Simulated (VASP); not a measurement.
Wanted: the native input for a VASP 6.6.1 run.

```
Task                   : relaxation of cell and atoms
Functional             : LDA
Potentials or basis    : VASP PAW LDA potentials, release 64 (Pt)
Cutoff                 : 520 eV
k mesh                 : 18 × 18 × 18
Occupations            : gaussian, width 0.1 eV
Spin                   : no spin polarisation
Further INCAR settings : ALGO = Normal; EDIFF = 1e-07; IBRION = 2; EDIFFG = -0.002; NSW = 80; ISIF = 3
```

The structure of Pt lies in POSCAR:

```
Pt
1.0
    0.0000000000      1.9609000000      1.9609000000
    1.9609000000      0.0000000000      1.9609000000
    1.9609000000      1.9609000000      0.0000000000
Pt
1
Direct
    0.0000000000      0.0000000000      0.0000000000
```

These files were run (other wordings do the same):

INCAR

```
ALGO = Normal
EDIFF = 1E-7
EDIFFG = -0.002
ENCUT = 520
GGA = CA
IBRION = 2
ISIF = 3
ISMEAR = 0
LASPH = T
LCHARG = F
LREAL = F
LWAVE = F
NELM = 60
NSW = 80
PREC = Accurate
SIGMA = 0.1
```

KPOINTS

```
k-points
0
Gamma
  18 18 18
```

Potentials or basis: VASP PAW LDA potentials, release 64 (Pt).

Launch:

```console
$ cat potpaw_LDA.64/Pt/POTCAR > POTCAR
$ mpirun -np 1 vasp_std > vasp.out
```

It gave:

| Quantity | Value |
| --- | --- |
| Relaxed volume | 14.80 Å³/atom |
| Relaxed cell | a = 2.756 Å, b = 2.756 Å, c = 2.756 Å, α = 60.00°, β = 60.00°, γ = 60.00° |
| Space group after relaxing (to 0.05 Å) | Fm-3m (No. 225) |
| Energy gained by relaxing | 5.0 meV/atom |
| Ionic steps | 4 |
| Pressure after relaxing | 0.0 GPa |
| Band gap on the k mesh | none (metal or under the smearing width) |

It took 54 s on 1 thread of AMD EPYC 7R13 Processor (Zen 3) (shared host), peak memory 0.14 GiB.
